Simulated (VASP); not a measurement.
Calculation: RPBE GGA, VASP's PBE PAW potentials (set 64) (plane waves; VASP).

VASP ran on this input.

### KPOINTS
```
Automatic
0
gamma
18 18 18
```

### POSCAR
```
Ir
1.0
  0.0000000000   1.9440387097   1.9440387097
  1.9440387097   0.0000000000   1.9440387097
  1.9440387097   1.9440387097   0.0000000000
Ir
1
Cart
  0.0000000000   0.0000000000   0.0000000000
```

**INCAR**
```
# general
SYSTEM   =  Ir
PREC     =  Accurate
ENCUT    =  520
LREAL    =  F
LASPH    =  T   # aspherical one-centre terms

# electronic loop
EDIFF    =  1E-7   # SCF stop (eV)
NELM     =  100
ALGO     =  Normal
LMAXMIX  =  6   # l cut-off of mixed one-centre charges

# smearing
ISMEAR   =  -5

# functional
GGA      =  RP   # RPBE

# ions
ISIF     =  2

# output
LWAVE    =  F
LCHARG   =  T
LORBIT   =  11
NEDOS    =  601   # DOS grid
```

POTCAR, in this order: Ir (PBE.64 set). Program: vasp_std.

Unless said otherwise, spin-orbit coupling is left out, though it shifts the bands of the heavy elements here.

Question: What does the run give for the energy per atom (σ→0), band gap (on the k-mesh)?

Answer: 
```yaml
energy per atom (σ→0): -8190 meV/atom
band gap (on the k-mesh): none (metal, semimetal or under 0.01 eV)
```

File OSZICAR:
```
...
DAV:   7    -0.819567467159E+01    0.78736E-01   -0.30472E-01  4000   0.722E+00    0.158E+00
DAV:   8    -0.819057176963E+01    0.51029E-02   -0.22383E-03  3528   0.745E-01    0.475E-01
DAV:   9    -0.818997614086E+01    0.59563E-03   -0.60718E-04  4168   0.399E-01    0.174E-02
DAV:  10    -0.818998609521E+01   -0.99544E-05   -0.39204E-06  4136   0.201E-02    0.488E-03
DAV:  11    -0.818998633386E+01   -0.23864E-06   -0.83404E-08  3928   0.373E-03    0.605E-04
DAV:  12    -0.818998612562E+01    0.20824E-06   -0.97803E-09  1968   0.139E-03    0.127E-04
DAV:  13    -0.818998611344E+01    0.12180E-07   -0.57271E-10  1760   0.392E-04
   1 F= -.81899861E+01 E0= -.81899861E+01  d E =0.000000E+00
```

The compound is Ir in the fcc structure. It was relaxed first.
